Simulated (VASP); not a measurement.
Input:

```
CELL_PARAMETERS angstrom
      0.00000     2.46461     2.46461
      2.46461     0.00000     2.46461
      2.46461     2.46461     0.00000
ATOMIC_POSITIONS crystal
  Si 0.00000 0.00000 0.00000
  Mo 0.50000 0.50000 0.50000
```

These are LDA (Ceperley-Alder, Perdew-Zunger), VASP's LDA PAW potentials (set 64) (plane waves; VASP) values and carry that method's errors. Numerical set-up: 400 eV cut-off, 14×14×14 Γ-centred mesh, tetrahedra with Blöchl corrections, potentials Si Mo_sv.

**Question.** Tabulate the total density of states (states/eV per cell) against energy (eV; zero at the valence-band maximum or, without a gap, the Fermi level).

**Answer.** 
```
E (eV)  DOS (states/eV)
------  ---------------
-9.98              0.26
-9.74              0.31
-9.50              0.36
-9.26              0.44
-9.02              0.62
-8.90              0.85
-8.66              1.02
-8.42              1.20
-8.18              1.67
-7.94              0.91
-7.70              0.25
-7.46              0.00
-7.22              0.00
-6.98              0.00
-6.74              0.00
-6.62              0.01
-6.38              0.13
-6.14              0.23
-5.90              0.36
-5.66              0.53
-5.42              0.84
-5.18              1.00
-4.94              1.10
-4.70              1.23
-4.46              1.05
-4.34              0.91
-4.10              4.06
-3.86              3.08
-3.62              2.05
-3.38              2.82
-3.14              1.94
-2.90              1.31
-2.66              1.00
-2.42              0.79
-2.18              0.64
-2.06              0.54
-1.82              0.55
-1.58              0.67
-1.34              0.78
-1.10              0.87
-0.86              1.02
-0.62              1.18
-0.38              1.63
-0.14              1.91
0.10               2.32
0.22               2.06
0.46               2.62
0.70               1.98
0.94               0.71
1.18               0.25
1.42               1.67
1.66               2.08
1.90               1.88
2.14               1.29
2.38               1.07
2.50               1.11
2.74               1.09
2.98               0.95
3.22               1.03
3.46               1.27
```
Within 2 eV below the Fermi level the largest weight inside VASP's projection spheres is Mo d.

The structure was generated: SiMo was put into the rocksalt type (Fm-3m), which need not be its known phase. It was relaxed first, which changed the volume by -25 %.
